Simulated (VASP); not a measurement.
An input for Quantum ESPRESSO's pw.x (written as the equivalent of a VASP run, and not itself run):

```
&CONTROL
  calculation = 'vc-relax'
  pseudo_dir = './pseudo'
  outdir = './out'
  tprnfor = .true.
  tstress = .true.
  nstep = 40
  forc_conv_thr = 0.00078
/
&SYSTEM
  ibrav = 0
  nat = 2
  ntyp = 2
  ecutwfc = 82
  occupations = 'smearing'
  smearing = 'methfessel-paxton'
  degauss = 0.00735
  input_dft = 'pbesol'
/
&ELECTRONS
  conv_thr = 7.3e-08
  electron_maxstep = 100
/
&IONS
/
&CELL
/
ATOMIC_SPECIES
  Sn 118.710 Sn.upf
  C 12.011 C.upf
CELL_PARAMETERS angstrom
     3.0555106   -0.0000000    0.0000000
     0.0000000    3.0555106    0.0000000
    -0.0000000    0.0000000    3.0555106
ATOMIC_POSITIONS crystal
  Sn   0.0000000  0.0000000  0.0000000
  C    0.5000000  0.5000000  0.5000000
K_POINTS automatic
  12 12 12 0 0 0
```

### Question
Translate this input to VASP (INCAR, KPOINTS, POSCAR, choice of POTCAR).

### Answer
One answer among several that fit: 
File KPOINTS:
```
Regular mesh
0
G
 12 12 12
```

File POSCAR:
```
SnC
1
    3.0555106364    -0.0000000000     0.0000000000
    0.0000000000     3.0555106364     0.0000000000
   -0.0000000000     0.0000000000     3.0555106364
Sn C
1 1
Direct
  0.0000000000   0.0000000000   0.0000000000
  0.5000000000   0.5000000000   0.5000000000
```

INCAR:
```
SYSTEM  =  SnC
PREC  =  Accurate; ENCUT  =  620; LREAL  =  .False.
LASPH  =  .True.
EDIFF  =  1E-6; NELM  =  100; ALGO  =  Normal
LMAXMIX  =  4
ISMEAR  =  1; SIGMA  =  0.1
GGA  =  PS
IBRION  =  2; NSW  =  40; ISIF  =  3
EDIFFG  =  -0.02
LWAVE  =  .False.; LCHARG  =  .False.
```

POTCAR, in this order: Sn_d C (PBE.64 set). Program: vasp_std.

What does not carry over: the potentials are each code's own (VASP's PAW set, PseudoDojo norm-conserving files in pw.x), so ENCUT and ecutwfc are chosen apart and not converted; conv_thr bounds pw.x's estimated SCF error, while EDIFF bounds the energy change between steps; forc_conv_thr acts on force components and is met together with etot_conv_thr.

The structure was generated: SnC was put into the CsCl type type (Pm-3m), which need not be its known phase. This run relaxes it. Symmetry was kept, so distortions that lower it aren't found.
